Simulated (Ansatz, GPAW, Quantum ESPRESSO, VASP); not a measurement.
## Code comparison for FeCo (Pm-3m, 2 atoms in the cell)

Self-consistent single point, at a second geometry (lattice scaled by 0.98). First geometry:

```xyz
2
Lattice="2.8390 0.0000 0.0000 0.0000 2.8390 0.0000 0.0000 0.0000 2.8390" Properties=species:S:1:pos:R:3 pbc="T T T"
Fe     0.0000     0.0000     0.0000
Co     1.4195     1.4195     1.4195
```
Moments meant for the start (each program seeds them in its own way; μB, in the order of the atoms Fe Co): 4.0 3.0.

Shared settings, as Ansatz (a first-principles code) writes them: kpoints.mp_grid.grid = 15 15 15; scf.occupations.method = gaussian; scf.occupations.width = 0.2 eV. Potentials and cutoffs stand in the table.

| code | model | ΔF from the first geometry (meV/atom) | pressure (GPa) | size of the net moment (μB/atom) | cutoff |
|---|---|---|---|---|---|
| Ansatz | PBE, default PAW files | 32.0 | 14.61 | 2.20 | 420 eV |
| Quantum ESPRESSO | PBE, PSlibrary ultrasoft (PBE) pseudopotentials | 32.8 | 14.63 | 2.21 | 55 Ry |
| VASP | PBE, VASP's PBE PAW potentials (set 64) | – | – | 2.19 | 300 eV |
| GPAW | PBE, GPAW PAW datasets PBE (gpaw-data 1.0.1) | 40.4 | 16.64 | 2.20 | 850 eV |

A dash marks a value that a program does not give, or that is left out as unsure.

On Ansatz's run: the magnetic order is the one reached from the typed start; others were not searched systematically.

The spread over the programs that give each value: ΔF from the first geometry within 8.4 meV/atom; pressure within 2.03 GPa; size of the net moment within 0.02 μB/atom.

Ansatz's pressure is given at a fixed set of plane waves, as the other plane-wave codes print theirs; with its correction for the finite basis it is 14.77 GPa. In the pressure, GPAW (by 2.01) lies more than 1 GPa from the median of the plane-wave programs.

VASP's run is marked for a possible Pulay error in its stress at this cutoff; no cutoff test was made.

The starting cell comes from a database of computed structures (which also holds hypothetical and non-ambient phases and stackings), without a prior relaxation at this level. For this run, on top of that: lattice scaled by 0.98.

Left out of this page: Elk, FLEUR and SIESTA (not drawn, or without a comparable value).

Keys are those of Ansatz 0.2.
